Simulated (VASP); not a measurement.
Output of a VASP run:

**OUTCAR**
```
 ion  position               nearest neighbor table
   1  0.000  0.000  0.000-   3 2.02   6 2.02   5 2.05   4 2.05   4 2.05   5 2.05   2 3.67   2 3.67
                             2 3.67   2 3.67   2 3.67   2 3.67   2 3.67   2 3.67
   2  0.500  0.500  0.500-   4 2.02   5 2.02   3 2.05   6 2.05   3 2.05   6 2.05   1 3.67   1 3.67
                             1 3.67   1 3.67   1 3.67   1 3.67   1 3.67   1 3.67
   3  0.306  0.306  0.000-   1 2.02   2 2.05   2 2.05
   4  0.806  0.194  0.500-   2 2.02   1 2.05   1 2.05
   5  0.194  0.806  0.500-   2 2.02   1 2.05   1 2.05
   6  0.694  0.694  0.000-   1 2.02   2 2.05   2 2.05
  LATTYP: Found a simple tetragonal cell.
 ALAT       =     4.6816267245
 C/A-ratio  =     0.6811170703
 Subroutine PRICEL returns:
 Original cell was already a primitive cell.
 Subroutine GETGRP returns: Found 16 space group operations
The static configuration has the point symmetry D_2h.
 The point group associated with its full space group is D_4h.
The dynamic configuration has the point symmetry D_2h.
 Subroutine INISYM returns: Found 16 space group operations
 Subroutine IBZKPT returns following result:
 Found     24 irreducible k-points:

 Following reciprocal coordinates:
            Coordinates               Weight
  0.000000  0.000000  0.000000      1.000000
  0.200000  0.000000  0.000000      4.000000
  0.400000  0.000000  0.000000      4.000000
  0.200000  0.200000  0.000000      4.000000
  0.400000  0.200000  0.000000      8.000000
  0.400000  0.400000  0.000000      4.000000
  0.000000  0.000000  0.142857      2.000000
  0.200000  0.000000  0.142857      8.000000
  0.400000  0.000000  0.142857      8.000000
  0.200000  0.200000  0.142857      8.000000
  0.400000  0.200000  0.142857     16.000000
  0.400000  0.400000  0.142857      8.000000
  0.000000  0.000000  0.285714      2.000000
  0.200000  0.000000  0.285714      8.000000
  0.400000  0.000000  0.285714      8.000000
  0.200000  0.200000  0.285714      8.000000
  0.400000  0.200000  0.285714     16.000000
  0.400000  0.400000  0.285714      8.000000
  0.000000  0.000000  0.428571      2.000000
  0.200000  0.000000  0.428571      8.000000
  0.400000  0.000000  0.428571      8.000000
  0.200000  0.200000  0.428571      8.000000
  0.400000  0.200000  0.428571     16.000000
  0.400000  0.400000  0.428571      8.000000
   k-points           NKPTS =     24   k-points in BZ     NKDIM =     24   number of bands    NBANDS=     31
   number of dos      NEDOS =    301   number of ions     NIONS =      6
   total plane-waves  NPLWV =  44800
   dimension x,y,z NGX =    40 NGY =   40 NGZ =   28
   dimension x,y,z NGXF=    80 NGYF=   80 NGZF=   56
   ions per type =               2   4
   PREC   = accura    normal or accurate (medium, high low for compatibility)
   ISTART =      0    job   : 0-new  1-cont  2-samecut
   ICHARG =      2    charge: 1-file 2-atom 10-const
   ISPIN  =      1    spin polarized calculation?
   LNONCOLLINEAR =      F non collinear calculations
   LSORBIT =      F    spin-orbit coupling
   INIWAV =      1    electr: 0-lowe 1-rand  2-diag
   ENCUT  =  620.0 eV  45.57 Ry    6.75 a.u.   9.50  9.50  6.47*2*pi/ulx,y,z
   NELM   =    100;   NELMIN=  2; NELMDL= -5     # of ELM steps
   EDIFF  = 0.1E-05   stopping-criterion for ELM
   LREAL  =      F    real-space projection
   NLSPLINE    = F    spline interpolate recip. space projectors
   LMAXMIX     =    4 max onsite mixed and CHGCAR
   VOSKOWN=      0    Vosko Wilk Nusair interpolation
   EDIFFG = -.2E-01   stopping-criterion for IOM
   NSW    =     40    number of steps for IOM
   NBLOCK =      1;   KBLOCK =     40    inner block; outer block
   IBRION =      2    ionic relax: 0-MD 1-quasi-New 2-CG
   NFREE  =      1    steps in history (QN), initial steepest desc. (CG)
   ISIF   =      3    stress and relaxation
   ISYM   =      2    0-nonsym 1-usesym 2-fastsym
   TEIN   =    0.0    initial temperature
   TEBEG  =    0.0;   TEEND  =   0.0 temperature during run
   SMASS  =  -3.00    Nose mass-parameter (am)
   PSTRESS=  200.0 pullay stress
   NELECT =      52.0000    total number of electrons
...
```

**OSZICAR**
```
...
DAV:   2    -0.397115467511E+02    0.14576E+01   -0.40909E+00  2053   0.257E+01    0.350E+00
DAV:   3    -0.393755050375E+02    0.33604E+00   -0.76632E-01  2163   0.188E+01    0.834E-01
DAV:   4    -0.393447206119E+02    0.30784E-01   -0.12771E-01  2307   0.795E+00    0.289E-01
DAV:   5    -0.393450012099E+02   -0.28060E-03   -0.37769E-02  1775   0.157E+00    0.963E-02
DAV:   6    -0.393438430490E+02    0.11582E-02   -0.17279E-03  1775   0.366E-01    0.683E-02
DAV:   7    -0.393438480390E+02   -0.49900E-05   -0.17672E-04  1889   0.119E-01    0.497E-02
DAV:   8    -0.393438116501E+02    0.36389E-04   -0.10078E-04  2064   0.195E-01    0.527E-03
DAV:   9    -0.393438133202E+02   -0.16701E-05   -0.17455E-05  1691   0.310E-02    0.422E-03
DAV:  10    -0.393438136886E+02   -0.36835E-06   -0.27818E-07   933   0.744E-03
   3 F= -.30938478E+02 E0= -.30938478E+02  d E =-.860489E-01
       N       E                     dE             d eps       ncg     rms          rms(c)
DAV:   1    -0.393377656036E+02    0.60477E-02   -0.52501E-03  1897   0.127E+00    0.984E-02
DAV:   2    -0.393375958606E+02    0.16974E-03   -0.46481E-04  2068   0.281E-01    0.362E-02
DAV:   3    -0.393375606353E+02    0.35225E-04   -0.74920E-05  2231   0.213E-01    0.960E-03
DAV:   4    -0.393375576631E+02    0.29723E-05   -0.99682E-06  1900   0.882E-02    0.184E-03
DAV:   5    -0.393375583086E+02   -0.64556E-06   -0.45325E-06  1324   0.192E-02
   4 F= -.30938522E+02 E0= -.30938522E+02  d E =-.860926E-01
       N       E                     dE             d eps       ncg     rms          rms(c)
DAV:   1    -0.393352726818E+02    0.22850E-02   -0.12193E+00  1504   0.831E+00    0.687E-01
DAV:   2    -0.393312643914E+02    0.40083E-02   -0.61862E-02  1833   0.241E+00    0.375E-01
DAV:   3    -0.393267696157E+02    0.44948E-02   -0.65079E-03  2245   0.116E+00    0.949E-02
DAV:   4    -0.393267436472E+02    0.25968E-04   -0.19896E-03  2120   0.360E-01    0.309E-02
DAV:   5    -0.393267368591E+02    0.67882E-05   -0.10964E-04  1933   0.111E-01    0.128E-02
DAV:   6    -0.393267368469E+02    0.12185E-07   -0.11887E-05  2127   0.322E-02    0.397E-03
DAV:   7    -0.393267368052E+02    0.41661E-07   -0.68405E-07   928   0.103E-02
   5 F= -.30941454E+02 E0= -.30941454E+02  d E =-.293188E-02
       N       E                     dE             d eps       ncg     rms          rms(c)
DAV:   1    -0.393294483335E+02   -0.27115E-02   -0.34727E-02  1496   0.141E+00    0.116E-01
DAV:   2    -0.393293371397E+02    0.11119E-03   -0.17665E-03  1841   0.415E-01    0.633E-02
DAV:   3    -0.393292092189E+02    0.12792E-03   -0.18756E-04  2263   0.196E-01    0.158E-02
DAV:   4    -0.393292081037E+02    0.11153E-05   -0.55535E-05  2159   0.594E-02    0.520E-03
DAV:   5    -0.393292074809E+02    0.62279E-06   -0.25543E-06  1329   0.169E-02
   6 F= -.30941585E+02 E0= -.30941585E+02  d E =-.306262E-02
       N       E                     dE             d eps       ncg     rms          rms(c)
DAV:   1    -0.393286505380E+02    0.55757E-03   -0.73937E-02  1488   0.196E+00    0.155E-01
DAV:   2    -0.393283972682E+02    0.25327E-03   -0.17297E-03  2077   0.462E-01    0.897E-02
DAV:   3    -0.393282150691E+02    0.18220E-03   -0.16731E-04  2390   0.188E-01    0.154E-02
DAV:   4    -0.393282144669E+02    0.60219E-06   -0.41776E-05  2140   0.501E-02    0.512E-03
DAV:   5    -0.393282146510E+02   -0.18408E-06   -0.12781E-06  1176   0.121E-02
   7 F= -.30941949E+02 E0= -.30941949E+02  d E =-.364787E-03
```

### OUTCAR
```
------------------------ aborting loop because EDIFF is reached ----------------------------------------
  FORCE on cell =-STRESS in cart. coord.  units (eV):
  Direction    XX          YY          ZZ          XY          YZ          ZX
  --------------------------------------------------------------------------------------
  Total        8.3717788      8.3717788      8.4401576      0.0000000      0.0000000      0.0000000
  in kB      199.6545175    199.6545175    201.2852508      0.0000000      0.0000000      0.0000000
  external PRESSURE =       0.1980953 kB  Pullay stress =     200.0000000 kB
  volume of cell :       67.18
      direct lattice vectors                 reciprocal lattice vectors
     4.608094131 -0.000000000  0.000000000     0.217009456 -0.000000000  0.000000000
     0.000000000  4.608094131  0.000000000     0.000000000  0.217009456  0.000000000
     0.000000000  0.000000000  3.163781644     0.000000000  0.000000000  0.316077439
 POSITION                                       TOTAL-FORCE (eV/Angst)
 -----------------------------------------------------------------------------------
      4.60809     -0.00000      0.00000        -0.000000      0.000000      0.000000
      2.30405      2.30405      1.58189        -0.000000      0.000000      0.000000
      1.40656      1.40656      0.00000         0.012482      0.012482      0.000000
      3.71061      0.89748      1.58189         0.012482     -0.012482      0.000000
      0.89748      3.71061      1.58189        -0.012482      0.012482      0.000000
      3.20153      3.20153      0.00000        -0.012482     -0.012482      0.000000
 -----------------------------------------------------------------------------------
    total drift:                                0.000000     -0.000000     -0.000000
  FREE ENERGIE OF THE ION-ELECTRON SYSTEM (eV)
  ---------------------------------------------------
  free  energy   TOTEN  =       -39.3282146510 eV

  energy  without entropy=      -39.3282146510  energy(sigma->0) =      -39.32821465
  enthalpy is  TOTEN    =       -30.9419493136 eV   P V=        8.3862653374

 reached required accuracy - stopping structural energy minimisation
```
(Selected blocks of OUTCAR.)

File POSCAR:
```
SnO2
1
    4.6816267245     0.0000000000     0.0000000000
    0.0000000000     4.6816267245     0.0000000000
    0.0000000000     0.0000000000     3.1887358788
Sn O
2 4
Direct
  0.0000000000   1.0000000000   1.0000000000
  0.5000000000   0.5000000000   0.5000000000
  0.3056006712   0.3056006712   0.0000000000
  0.8056006712   0.1943993288   0.5000000000
  0.1943993288   0.8056006712   0.5000000000
  0.6943993288   0.6943993288   1.0000000000
```

Problem. Write an INCAR and KPOINTS that could have produced this output.

Solution. Several could match; the one computed here: the input of the run itself, PBEsol GGA, plane waves, VASP's PBE PAW potentials (set 64).

**INCAR**
```
SYSTEM  =  SnO2
PREC  =  Accurate; ENCUT  =  620; LREAL  =  .False.
LASPH  =  .True.
EDIFF  =  1E-6; NELM  =  100; ALGO  =  Normal
LMAXMIX  =  4
ISMEAR  =  0; SIGMA  =  0.05
GGA  =  PS
IBRION  =  2; NSW  =  40; ISIF  =  3
EDIFFG  =  -0.02; PSTRESS  =  200
LWAVE  =  .False.; LCHARG  =  .False.
```

KPOINTS:
```
Automatic mesh
0
Gamma
  5 5 7
```

POTCAR, in this order: Sn_d O (PBE.64 set). Program: vasp_std.

Energy and stress use the plane-wave basis of the starting cell.

The compound is SnO2 in the rutile structure. This run relaxes it under an external pressure of 20 GPa. Symmetry was kept, so distortions that lower it aren't found.
